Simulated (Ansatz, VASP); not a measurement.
# B2O: VASP beside Ansatz, part 2 of 2

One calculation is typed for both programs; each brings its own data sets. How far apart do they land? The cell is generated by rule, not measured, and may not be a known phase. Of the first pair: The two relaxations start from unlike cells of this crystal (the structure described is Ansatz's start), so only their ends are compared.

VASP 6.6.1 and Ansatz 0.2.0.

So far: The starting structure; VASP: relaxation of cell and atoms, PBEsol, pair 1; Ansatz: relaxation of cell and atoms, PBEsol, pair 1; Differences.

## (5) Ansatz: relaxation of cell and atoms, PBEsol, pair 2

Level of this step: Ansatz beside VASP: Kohn-Sham DFT, plane waves, PBEsol (Ansatz).

The relaxed volume is the usual yardstick between codes: in a stiff, nearly cubic crystal its relative difference is about their pressure difference at one cell divided by the bulk modulus. Its start cell is another than that of the pair before, and may be another structure of the material.

The cell is taken from a series of runs on this material, whose earlier steps may have relaxed, scaled, displaced or heated it; both programs get it as it stands.

File input.yaml:

```yaml
crystal:
  lattice:
    - [0.0, 2.4139202772, 2.4139202772]
    - [2.4139202772, 0.0, 2.4139202772]
    - [2.4139202772, 2.4139202772, 0.0]
  atoms:
    - { symbol: B, position: [0.25, 0.25, 0.25] }
    - { symbol: B, position: [0.75, 0.75, 0.75] }
    - { symbol: O, position: [0.0, 0.0, 0.0] }
kpoints:
  mp_grid: { grid: [16, 16, 16] }
hamiltonian:
  xc: pbesol
scf:
  occupations: { method: methfessel_paxton, width: 0.15 }
output:
  forces: true
  stress: true
  eigenvalues: true
relax:
  adjacent_minimum: "off"
  f_tol: 0.001
  max_steps: 60
  cell: { stress_tol: 0.01 }
```

On the command line:

```bash
ansatz run input.yaml --threads 4 --pin off --max-ram 7168MiB --backend cpu --events-out ev --progress --plain --runs-dir out
```

Numbers of over 12 decimals in the logs are rounded to 6 here.

Output:

```text
[...]
Crystal: 3 atoms, lattice volume = 28.132 Å³
Basis set: ecut = 420 eV, 537 PW (Γ), exchange–correlation on 48×48×48 points (8 copies of the dense FFT grid, shifted against one another)
Bands: 10, of which v1, the nominal top of the filled ones, is band 6 counted from 1 (5 counted from 0)
Symmetry: 48 space group operations
[...]
k-points: 145 of 4096
[...]
P = ⅓ Tr σ = 0.0058 GPa (0.058 kbar)
--- Band table (eV; the first three rows and the last of 145) ---
[...]
--- Relaxed structure (3 steps of the walk, 3 accepted, 1 SCFs on fresh bases) ---
[...]
cell:  # Å, volume = 28.1661 Å³
    - [0, 2.414899, 2.414899]
    - [2.414899, 0, 2.414899]
    - [2.414899, 2.414899, 0]
  atoms:
    - { symbol: B, position: [0.25, 0.25, 0.25] }
    - { symbol: B, position: [0.75, 0.75, 0.75] }
    - { symbol: O, position: [0, 0, 0] }
[key lines of the parts left out:]
SCF converged after 4 iterations
Free energy (F): -856.834937 eV
Fermi energy:    7.700774 eV
```

## (6) VASP: relaxation of cell and atoms, PBEsol, pair 2

The same cell, functional, mesh and smearing now go to VASP, with its own data sets.

File INCAR:

```
SYSTEM = B2O
PREC = Accurate
ENCUT = 600
EDIFF = 1E-07
NELM = 120
ISMEAR = 1
SIGMA = 0.15
LREAL = .FALSE.
ALGO = Normal
GGA = PS
NBANDS = 12
LORBIT = 11
LWAVE = .FALSE.
LCHARG = .FALSE.
ISIF = 3
IBRION = 2
NSW = 80
EDIFFG = -0.005
LASPH = .TRUE.
GGA_COMPAT = .FALSE.
NELMIN = 4
KPAR = 2
```

File POSCAR:

```
B2O
1.0
    0.0000000000      2.4139200000      2.4139200000
    2.4139200000      0.0000000000      2.4139200000
    2.4139200000      2.4139200000      0.0000000000
B O
2 1
Direct
    0.2500000000      0.2500000000      0.2500000000
    0.7500000000      0.7500000000      0.7500000000
    0.0000000000      0.0000000000      0.0000000000
```

File KPOINTS:

```
Automatic mesh
0
Gamma
16 16 16
0 0 0
```

The projector-augmented-wave data sets are B and O (PBE family, release 64).

On the command line:

```bash
mpirun -np 2 vasp_std
```

Output:

```text
[banner, memory and clock lines left out]
running    2 mpi-ranks, on    1 nodes
[...]
[... a notice as in an earlier step ...]

 LDA part: xc-table for (Slater+PW92), standard interpolation
 POSCAR, INCAR and KPOINTS ok, starting setup
[...]
entering main loop
       N       E                     dE             d eps       ncg     rms          rms(c)
DAV:   1     0.229770452980E+02    0.22977E+02   -0.61235E+03  3480   0.101E+03
DAV:   2    -0.112953674733E+02   -0.34272E+02   -0.31490E+02  4464   0.160E+02
DAV:   3    -0.128200927563E+02   -0.15247E+01   -0.14931E+01  4004   0.286E+01
DAV:   4    -0.128272123910E+02   -0.71196E-02   -0.71146E-02  3684   0.202E+00
[...]
DAV:  11    -0.125358018891E+02   -0.71585E-06   -0.16917E-06  3780   0.132E-02    0.298E-03
DAV:  12    -0.125358017822E+02    0.10690E-06   -0.10765E-07  2840   0.284E-03    0.461E-04
DAV:  13    -0.125358017725E+02    0.97301E-08   -0.76912E-09  1740   0.729E-04
   1 F= -.12535802E+02 E0= -.12536622E+02  d E =-.125358E+02
[...]
N       E                     dE             d eps       ncg     rms          rms(c)
DAV:   1    -0.125358628672E+02   -0.61085E-04   -0.77310E-04  3560   0.226E-01    0.635E-02
DAV:   2    -0.125358569039E+02    0.59633E-05   -0.98391E-04  3600   0.184E-01    0.524E-02
DAV:   3    -0.125358096781E+02    0.47226E-04   -0.24249E-04  3772   0.965E-02    0.522E-03
DAV:   4    -0.125358094156E+02    0.26253E-06   -0.53024E-06  3480   0.196E-02    0.295E-03
DAV:   5    -0.125358093457E+02    0.69901E-07   -0.38088E-07  2516   0.381E-03
   2 F= -.12535809E+02 E0= -.12536621E+02  d E =-.757324E-05
 trial-energy change:   -0.000008  1 .order   -0.000008   -0.000011   -0.000005
 step:   1.8278(harm=  1.8278)  dis= 0.00000  next Energy=   -12.535812 (dE=-0.105E-04)
 reached required accuracy - stopping structural energy minimisation
```

Parts of OUTCAR (step 6):

```text
  Total       -0.0069797     -0.0069797     -0.0069797      0.0000000      0.0000000      0.0000000
  in kB       -0.3978067     -0.3978067     -0.3978067      0.0000000      0.0000000      0.0000000
  external PRESSURE =      -0.3978067 kB  Pullay stress =       0.0000000 kB

 POSITION                                       TOTAL-FORCE (eV/Angst)
 -----------------------------------------------------------------------------------
      1.20666      1.20666      1.20666        -0.000000     -0.000000     -0.000000
      3.61998      3.61998      3.61998        -0.000000     -0.000000     -0.000000
      4.82664      2.41332      2.41332         0.000000      0.000000      0.000000
 -----------------------------------------------------------------------------------
    total drift:                                0.000000      0.000000      0.000000

  FREE ENERGIE OF THE ION-ELECTRON SYSTEM (eV)
  ---------------------------------------------------
  free  energy   TOTEN  =       -12.5358093457 eV

  energy  without entropy=      -12.5382438335  energy(sigma->0) =      -12.53662084

[... 1 part as in an earlier step ...]

[... 3 further parts left out ...]
[key lines of the parts left out:]
E-fermi :   5.2755
```

## (7) Comparison

Compared:

```
                                         quantity  Ansatz   VASP  difference
                                      volume (Å³)   28.17  28.11     +0.20 %
edge a after relaxation, in the typed setting (Å)   3.415  3.413     +0.06 %
```

## (8) Ansatz: zone-centre phonons, PBEsol

Second derivatives magnify differences that forces hide, and they need a tight electronic threshold.

The cell is taken from a series of runs on this material, whose earlier steps may have relaxed, scaled, displaced or heated it; both programs get it as it stands.

input.yaml, the sections that differ from step 5:

```yaml
crystal:
  lattice:
    - [0.0, 2.4148993545, 2.4148993545]
    - [2.4148993545, 0.0, 2.4148993545]
    - [2.4148993545, 2.4148993545, 0.0]
  atoms:
    - { symbol: B, position: [0.25, 0.25, 0.25] }
    - { symbol: B, position: [0.75, 0.75, 0.75] }
    - { symbol: O, position: [0.0, 0.0, 0.0] }
output:
  eigenvalues: true
phonons:
  method: dfpt
# kpoints, hamiltonian, scf: as in step 5
# relax: removed
```

On the command line:

```bash
ansatz run input.yaml --threads 4 --pin off --max-ram 7168MiB --backend cpu --events-out ev --progress --plain --runs-dir out
```

Output:

```text
zone centre: on kpoints.mp_grid the ground state, and the responses unless they are solved on pairs of k-points, stand on 349 of the mesh's 4096 k-points, reduced under 8 symmetry operations, with k and −k counted as one. Each operation leaves every solved displacement unchanged or reverses it
[...]
Crystal: 3 atoms, lattice volume = 28.166 Å³
[...]
k mesh reduced under 8 symmetry operations, with k and −k counted as one. Each operation leaves every solved displacement unchanged or reverses it
  ASR residual: 1.961e-5 → 0.000e0 eV/Å²; symmetrization residual: 1.124e-6 eV/Å²
  ASR residual per site (eV/Å²): 1.36e-5 1.36e-5 1.96e-5
  Γ frequencies (cm⁻¹): -581.16 -581.16 -581.16 -442.86 -442.86 -442.86 0.00 0.00 0.00
  non-analytic LO–TO correction: not included (Born effective charges unavailable; polar crystals: no LO–TO splitting at Γ)
[key lines of the parts left out:]
SCF converged after 7 iterations
Free energy (F): -856.834937 eV
Fermi energy:    7.700774 eV
```

## (9) VASP: zone-centre phonons, PBEsol

The same cell, functional, mesh and smearing now go to VASP, with its own data sets.

File INCAR:

```
SYSTEM = B2O
PREC = Accurate
ENCUT = 600
EDIFF = 1E-08
NELM = 120
ISMEAR = 1
SIGMA = 0.15
LREAL = .FALSE.
ALGO = Normal
GGA = PS
NBANDS = 12
LORBIT = 11
LWAVE = .FALSE.
LCHARG = .FALSE.
ISIF = 2
IBRION = 8
LASPH = .TRUE.
GGA_COMPAT = .FALSE.
KPAR = 2
```

File POSCAR:

```
B2O
1.0
    0.0000000000      2.4148993545      2.4148993545
    2.4148993545      0.0000000000      2.4148993545
    2.4148993545      2.4148993545      0.0000000000
B O
2 1
Direct
    0.2500000000      0.2500000000      0.2500000000
    0.7500000000      0.7500000000      0.7500000000
    0.0000000000      0.0000000000      0.0000000000
```

KPOINTS is that of step 6.

On the command line:

```bash
mpirun -np 2 vasp_std
```

Output:

```text
[... set-up lines as in an earlier step ...]
 entering main loop
       N       E                     dE             d eps       ncg     rms          rms(c)
DAV:   1     0.236870263366E+02    0.23687E+02   -0.61422E+03  3480   0.101E+03
DAV:   2    -0.112968930581E+02   -0.34984E+02   -0.32356E+02  4520   0.161E+02
DAV:   3    -0.128221645821E+02   -0.15253E+01   -0.14974E+01  4052   0.286E+01
DAV:   4    -0.128291647508E+02   -0.70002E-02   -0.69848E-02  3672   0.199E+00
[...]
DAV:  12    -0.125358254572E+02    0.10593E-06   -0.10872E-07  3640   0.283E-03    0.458E-04
DAV:  13    -0.125358254466E+02    0.10694E-07   -0.59786E-09  1744   0.650E-04    0.119E-04
DAV:  14    -0.125358254559E+02   -0.93646E-08   -0.72278E-10  1740   0.235E-04
   1 F= -.12535825E+02 E0= -.12536660E+02  d E =0.250330E-02
 Linear response reoptimize wavefunctions to high precision
DAV:   1    -0.125358254570E+02   -0.11037E-08   -0.52017E-11  1796   0.549E-05
DAV:   2    -0.125358254570E+02   -0.60254E-11   -0.41956E-12  1740   0.132E-05
 Linear response DOF=           2
 Linear response progress:
[...]
RMM:   9    -0.267207323469E-01    0.16382E-07   -0.53498E-10 24260   0.481E-05    0.893E-06
RMM:  10    -0.267207560775E-01   -0.23731E-07    0.34484E-10 23984   0.939E-06    0.131E-06
RMM:  11    -0.267207526220E-01    0.34556E-08   -0.49444E-10 19187   0.151E-06    0.509E-07
 first order change of Fermi-energy  -0.34150E-04
 force on displaced ion       1 direction 1 :   6.732   0.000   0.000
 Linear response progress:
  Degree of freedom:   2/  2
       N       E                     dE             d eps       ncg     rms          rms(c)
RMM:   1    -0.356261274433E+00   -0.35626E+00    0.43906E-01 16569   0.445E+00
RMM:   2    -0.356942479941E+00   -0.68121E-03   -0.39905E-03 12522   0.483E-01    0.131E-01
RMM:   3    -0.356865103103E+00    0.77377E-04   -0.67704E-05 12348   0.538E-02    0.662E-02
RMM:   4    -0.357153228240E+00   -0.28813E-03   -0.35441E-05 12655   0.411E-02    0.105E-02
[...]
RMM:   9    -0.357299048568E+00   -0.79569E-06    0.11263E-10 12888   0.902E-05    0.161E-05
RMM:  10    -0.357298965958E+00    0.82610E-07    0.90213E-10 13321   0.213E-05    0.621E-06
RMM:  11    -0.357298962659E+00    0.32990E-08    0.31884E-10 12506   0.569E-06    0.375E-07
 first order change of Fermi-energy   0.17841E-02
 force on displaced ion       3 direction 1 :  11.345   0.000   0.000
 Linear response finished
```

Parts of OUTCAR (step 9):

```text
  Total       -0.0305687     -0.0305687     -0.0305687     -0.0000000      0.0000000      0.0000000
  in kB       -1.7388443     -1.7388443     -1.7388443     -0.0000000      0.0000000      0.0000000
  external PRESSURE =      -1.7388443 kB  Pullay stress =       0.0000000 kB

 POSITION                                       TOTAL-FORCE (eV/Angst)
 -----------------------------------------------------------------------------------
      1.20745      1.20745      1.20745        -0.000000     -0.000000     -0.000000
      3.62235      3.62235      3.62235         0.000000      0.000000      0.000000
      0.00000      0.00000      0.00000        -0.000000     -0.000000     -0.000000
 -----------------------------------------------------------------------------------
    total drift:                               -0.000000     -0.000000      0.000000

[... 1 part as in an earlier step ...]

[... 1 further part left out ...]
```

Energies printed during the response cycles are not total energies of the cell.

## (10) Differences

The two programs side by side:

```
                                                   quantity  Ansatz    VASP  difference
optical mode 1 to 3 (imaginary, printed as negative) (cm⁻¹)  -581.2  -579.0        -2.1
optical mode 4 to 6 (imaginary, printed as negative) (cm⁻¹)  -442.9  -442.9        +0.1
```

Modes are paired by rising frequency, not by their patterns, so a pair may set unlike modes beside each other; they are those without the splitting of longitudinal modes.

## (11) Results

```yaml
difference_in_volume_relaxation_of_cell_and_atoms_pbesol_pair_1: -0.38 %
difference_in_volume_relaxation_of_cell_and_atoms_pbesol_pair_2: 0.20 %
r_m_s_difference_of_the_optical_zone_centre_modes_each_program_s_sorted_by_frequency_zone_centre_phonons_pbesol: 1.5 cm⁻¹
```

The difference in volume is -0.38 % (relaxation of cell and atoms, PBEsol, pair 1), within the 1.2 % picked in this series as the mark of a large difference, as far as the stopping tolerances let one tell. VASP runs on this material, other cells and data sets included, that failed, so that no pair exists: relaxation of cell and atoms, PBEsol (timeout). 1 further pair of this series is not shown here. How closely two codes agree says nothing of how well the functional describes the real material.

[Lines on the potential files, build, host, timing and source positions are cut from VASP's logs without a mark.]

[Logs are printed without paths, hosts, clocks, repeated set-up lines and the standing remarks that a program may print on its own settings, such as how far it seeks lower states.]

[Hosts, paths, dates, database ids (printed as entryN), source tags and the programs' standing remarks are cut or masked in the printed files.]
